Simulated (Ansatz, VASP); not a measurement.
Given: the input of a run of VASP 6.6.1 on Mg2CdN2.

File INCAR:

```
ALGO = Normal ; EDIFF = 1E-7
ENCUT = 520 ; GGA = PE
ISIF = 2 ; ISMEAR = -1
LASPH = True ; LCHARG = False
LREAL = False ; LWAVE = False
NBANDS = 21 ; NELM = 100
PREC = Accurate ; SIGMA = 0.05
```

File KPOINTS:

```
k-points
0
Gamma
  9 9 5
```

Contents of POSCAR:

```
Mg2CdN2
1.0
    3.5528825911      0.0000000000      0.0000000000
   -1.7764412956      3.0768865806      0.0000000000
    0.0000000000      0.0000000000      5.9838310064
Cd Mg N
1 2 2
Direct
    0.0123590000      0.0036500000      0.5021950000
    0.3319970000      0.6627500000      0.8536170000
    0.6685630000      0.3363990000      0.1468310000
    0.3365560000      0.6753170000      0.2352140000
    0.6751530000      0.3307230000      0.7679020000
```

Potentials or basis: VASP PAW PBE potentials, release 64 (Cd, Mg, N).

Launch:

```console
$ cat potpaw_PBE.64/Cd/POTCAR potpaw_PBE.64/Mg/POTCAR potpaw_PBE.64/N/POTCAR > POTCAR
$ mpirun -np 1 vasp_std > vasp.out
```

Problem. Translate it to Ansatz 0.2.0. Potentials there: Ansatz PAW.

Solution. As run (the cutoff follows the program's own potentials):

Contents of input.yaml:

```yaml
crystal:
  lattice:
    - [3.5528825911, 0.0, 0.0]
    - [-1.7764412956, 3.0768865806, 0.0]
    - [0.0, 0.0, 5.9838310064]
  atoms:
    - { symbol: Cd, position: [0.012359, 0.00365, 0.502195] }
    - { symbol: Mg, position: [0.331997, 0.66275, 0.853617] }
    - { symbol: Mg, position: [0.668563, 0.336399, 0.146831] }
    - { symbol: "N", position: [0.336556, 0.675317, 0.235214] }
    - { symbol: "N", position: [0.675153, 0.330723, 0.767902] }
hamiltonian:
  xc: pbe
  pseudopotentials: { kind: paw }
kpoints:
  mp_grid: { grid: [9, 9, 5] }
scf:
  occupations: { method: fermi_dirac, width: 0.05 }
output:
  forces: true
  stress: true
  eigenvalues: true
```

Potentials or basis: Ansatz PAW.

Run with:

```console
$ ansatz run input.yaml --threads 2 --pin off --max-ram 5120MiB --backend cpu --events-out ev --progress --plain --runs-dir out
```

Both were run:

|  | VASP | Ansatz | Ansatz less VASP |
| --- | --- | --- | --- |
| gap on the k mesh at the Fermi level (eV) | 0.33 | 0.34 | +0.010 |
| least direct gap on the mesh (eV) | 0.58 | 0.59 | +0.004 |
| pressure (GPa) | -0.7 | -0.8 | -0.08 |
| largest component of the traceless stress (GPa) | 0.59 | 0.59 | 0.000 |
| rms of the force components (eV/Å) | 0.279 | 0.270 | -0.0094 |

Atom by atom the forces differ by 0.019 eV/Å (rms over components). The functional is the same, so the differences come from potentials, cutoffs and numerics. The two sets of potentials don't hold the same shells in valence.

Caveats: an odd mesh through Γ misses points on the zone boundary, where band edges often lie (VASP); odd divisions of the mesh miss points on the zone boundary, where band edges often lie, so the gap on the mesh can be too wide (Ansatz).
